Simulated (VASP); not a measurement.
Input for VASP

### INCAR
```
ISMEAR = 0   # Gaussian
ISIF = 3   # ions, shape and volume
ALGO = Normal
IBRION = 2   # conjugate gradients
PREC = Accurate
NELM = 100   # most electronic steps
PSTRESS = 100
LASPH = .True.
SIGMA = 0.05
NSW = 40
SYSTEM = NaI
ENCUT = 500   # plane-wave cut-off (eV)
LMAXMIX = 4
EDIFFG = -0.02
LREAL = .False.   # projection in real space or not
LWAVE = .False.
EDIFF = 1E-6   # SCF stop (eV)
LCHARG = .False.
```

File POSCAR:
```
NaI
1.0
  0.0000000000   2.8727772385   2.8727772385
  2.8727772385   0.0000000000   2.8727772385
  2.8727772385   2.8727772385   0.0000000000
Na I
1 1
Cart
  0.0000000000   0.0000000000   0.0000000000
  2.8727772385   2.8727772385   2.8727772385
```

### KPOINTS
```
Automatic mesh
0
Gamma
8 8 8
0 0 0
```

POTCAR, in this order: Na_pv I (LDA.64 set). Program: vasp_std.

Q: Translate this LDA calculation to Quantum ESPRESSO's pw.x.

A: One equivalent input (not run):
```
&CONTROL
  calculation = 'vc-relax'
  pseudo_dir = './pseudo'
  outdir = './out'
  tprnfor = .true.
  tstress = .true.
  nstep = 40
  forc_conv_thr = 0.00078
/
&SYSTEM
  ibrav = 0
  nat = 2
  ntyp = 2
  ecutwfc = 88
  occupations = 'smearing'
  smearing = 'gaussian'
  degauss = 0.003675
  input_dft = 'pz'
/
&ELECTRONS
  conv_thr = 7.3e-08
  electron_maxstep = 100
/
&IONS
/
&CELL
  press = 100
/
ATOMIC_SPECIES
  Na 22.990 Na.upf
  I 126.904 I.upf
CELL_PARAMETERS angstrom
    -0.0000000    2.8727772    2.8727772
     2.8727772    0.0000000    2.8727772
     2.8727772    2.8727772   -0.0000000
ATOMIC_POSITIONS crystal
  Na   0.0000000  0.0000000  0.0000000
  I    0.5000000  0.5000000  0.5000000
K_POINTS automatic
  8 8 8 0 0 0
```
The two are equivalent in intent, not identical: the potentials are each code's own (VASP's PAW set, PseudoDojo norm-conserving files in pw.x), so ENCUT and ecutwfc are chosen apart and not converted; conv_thr bounds pw.x's estimated SCF error, while EDIFF bounds the energy change between steps; forc_conv_thr acts on force components and is met together with etot_conv_thr.

The compound is NaI in the rock salt structure. It was relaxed first under an external pressure of 10 GPa.
